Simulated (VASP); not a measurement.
Output of a VASP run:

### OSZICAR
```
       N       E                     dE             d eps       ncg     rms          rms(c)
DAV:   1     0.203528260658E+03    0.20353E+03   -0.14424E+04  1198   0.192E+03
DAV:   2    -0.616088040695E+02   -0.26514E+03   -0.25917E+03  1412   0.464E+02
DAV:   3    -0.808573210025E+02   -0.19249E+02   -0.19002E+02  1371   0.139E+02
DAV:   4    -0.813618669613E+02   -0.50455E+00   -0.50407E+00  1549   0.229E+01
DAV:   5    -0.813737182613E+02   -0.11851E-01   -0.11850E-01  1490   0.342E+00    0.872E+00
DAV:   6    -0.703304563228E+02    0.11043E+02   -0.89186E+00  1532   0.674E+01    0.273E+00
DAV:   7    -0.707587228952E+02   -0.42827E+00   -0.14063E+00  1211   0.143E+01    0.187E+00
DAV:   8    -0.710470022005E+02   -0.28828E+00   -0.65068E-01  1193   0.110E+01    0.880E-01
DAV:   9    -0.704995719123E+02    0.54743E+00   -0.45572E-01  1193   0.852E+00    0.366E-01
DAV:  10    -0.707683825525E+02   -0.26881E+00   -0.25948E-01  1191   0.600E+00    0.184E-01
DAV:  11    -0.707678522915E+02    0.53026E-03   -0.50991E-03  1530   0.757E-01    0.221E-01
DAV:  12    -0.707701690856E+02   -0.23168E-02   -0.19496E-03  1395   0.455E-01    0.812E-02
DAV:  13    -0.707775301556E+02   -0.73611E-02   -0.66728E-03  1268   0.916E-01    0.219E-01
DAV:  14    -0.707765867233E+02    0.94343E-03   -0.10855E-03  1335   0.448E-01    0.140E-01
DAV:  15    -0.707769252486E+02   -0.33853E-03   -0.42418E-04  1199   0.299E-01    0.117E-01
DAV:  16    -0.707769409130E+02   -0.15664E-04   -0.53668E-05  1260   0.935E-02    0.103E-01
DAV:  17    -0.707769056418E+02    0.35271E-04   -0.23863E-05  1557   0.611E-02    0.840E-02
DAV:  18    -0.707768617683E+02    0.43873E-04   -0.24275E-05  1455   0.544E-02    0.653E-02
DAV:  19    -0.707768365932E+02    0.25175E-04   -0.17007E-05  1507   0.517E-02    0.484E-02
DAV:  20    -0.707768287477E+02    0.78454E-05   -0.22793E-05  1568   0.566E-02    0.277E-02
DAV:  21    -0.707768224333E+02    0.63145E-05   -0.12405E-05  1497   0.393E-02    0.133E-02
DAV:  22    -0.707768210522E+02    0.13811E-05   -0.20752E-06   664   0.162E-02    0.737E-03
DAV:  23    -0.707768208020E+02    0.25016E-06   -0.83527E-07   607   0.946E-03
   1 F= -.70776821E+02 E0= -.70776636E+02  d E =-.707768E+02
```

File OUTCAR:
```
------------------------ aborting loop because EDIFF is reached ----------------------------------------
  FORCE on cell =-STRESS in cart. coord.  units (eV):
  Direction    XX          YY          ZZ          XY          YZ          ZX
  --------------------------------------------------------------------------------------
  Total        0.0325674      0.0325674      0.0325674      0.0000000     -0.0000000      0.0000000
  in kB        1.3787382      1.3787382      1.3787382      0.0000000     -0.0000000      0.0000000
  external PRESSURE =       1.3787382 kB  Pullay stress =       0.0000000 kB
  volume of cell :       37.85
      direct lattice vectors                 reciprocal lattice vectors
     0.000000000  2.664774572  2.664774572    -0.187633132  0.187633132  0.187633132
     2.664774572  0.000000000  2.664774572     0.187633132 -0.187633132  0.187633132
     2.664774572  2.664774572  0.000000000     0.187633132  0.187633132 -0.187633132
 POSITION                                       TOTAL-FORCE (eV/Angst)
 -----------------------------------------------------------------------------------
      0.00000      0.00000      0.00000         0.000000      0.000000     -0.000000
      1.33239      1.33239      1.33239         0.000000     -0.000000     -0.000000
      3.99716      3.99716      3.99716        -0.000000      0.000000      0.000000
 -----------------------------------------------------------------------------------
    total drift:                                0.000000      0.000000      0.000000
  FREE ENERGIE OF THE ION-ELECTRON SYSTEM (eV)
  ---------------------------------------------------
  free  energy   TOTEN  =       -70.7768208020 eV

  energy  without entropy=      -70.7762671033  energy(sigma->0) =      -70.77663624

 reached required accuracy - stopping structural energy minimisation
```
(Selected blocks of OUTCAR.)

File POSCAR:
```
PbO2
1
   -0.0000000000     2.6647745723     2.6647745723
    2.6647745723     0.0000000000     2.6647745723
    2.6647745723     2.6647745723     0.0000000000
Pb O
1 2
Direct
  0.0000000000   0.0000000000   0.0000000000
  0.2500000000   0.2500000000   0.2500000000
  0.7500000000   0.7500000000   0.7500000000
```

Problem. Reconstruct the remaining input files.

Solution. Several could match; the one computed here: the input of the run itself, r2SCAN meta-GGA, plane waves, VASP's PBE PAW potentials (set 64).

### INCAR
```
SYSTEM = PbO2
PREC = Accurate
ENCUT = 520
EDIFF = 1E-6
NELM = 100
ALGO = Normal
LREAL = .FALSE.
LASPH = .TRUE.
ISMEAR = 1
SIGMA = 0.1
METAGGA = R2SCAN
LMIXTAU = .TRUE.
LMAXMIX = 4
LWAVE = .FALSE.
LCHARG = .FALSE.
IBRION = 2
ISIF = 3
NSW = 60
EDIFFG = -0.02
```

**KPOINTS**
```
Automatic
0
Gamma
 9 9 9
0 0 0
```

POTCAR, in this order: Pb_d O (PBE.64 set). Program: vasp_std.

The structure was generated: PbO2 was put into the fluorite type (Fm-3m), which need not be its known phase. It was relaxed first. The start is the result of an earlier pass.
